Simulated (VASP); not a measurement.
## Ti: electrostatic potential with PBEsol

Crystal: Ti.

```
Ti
1.0
     2.89907    0.00000    0.00000
    -1.44954    2.51067    0.00000
     0.00000    0.00000    4.58222
Ti
2
Direct
  0.33333 0.66667 0.25000
  0.66667 0.33333 0.75000
```

The cell was built by a generator and needn't be a form met in nature.

| Property | Result |
| --- | --- |
| Program | VASP 6.6.1 |
| Task | electrostatic potential |
| Functional | PBEsol |
| Potentials or basis | VASP PAW PBE potentials, release 64 (Ti_sv) |
| Cutoff | 520 eV |
| k mesh | 16 × 16 × 10 |
| Occupations | methfessel-paxton, width 0.1 eV |
| Spin | no spin polarisation |
| Further INCAR settings | ALGO = Normal; EDIFF = 1e-06 |

The pressure is 0.0 GPa and the band gap on the k mesh is none (metal or under the smearing width).

Levels at points of the mesh, in eV from the Fermi level:
```
           k point  band 8  band 9  band 10  band 11  band 12  band 13  band 14  band 15  band 16
(0.00, 0.00, 0.00)  -32.46   -6.32    -2.81     0.78     0.78     0.90     0.92     1.31     1.31
(0.50, 0.00, 0.00)  -32.55   -2.42    -2.30    -1.97    -0.60     0.45     0.65     1.23     3.51
(0.00, 0.00, 0.50)  -32.52   -4.40    -4.40     0.08     0.08     0.67     0.67     0.67     0.67
(0.50, 0.00, 0.50)  -32.65   -2.68    -2.68    -0.87    -0.87     1.43     1.43     1.78     1.78
```

Wall time 2 min on 1 thread of AMD EPYC 7R43 64-Core Processor (Zen 3), with other jobs on the host, peak memory 0.18 GiB.

Caveat: the PAW data sets were made with another functional, which shifts forces and pressure a little.
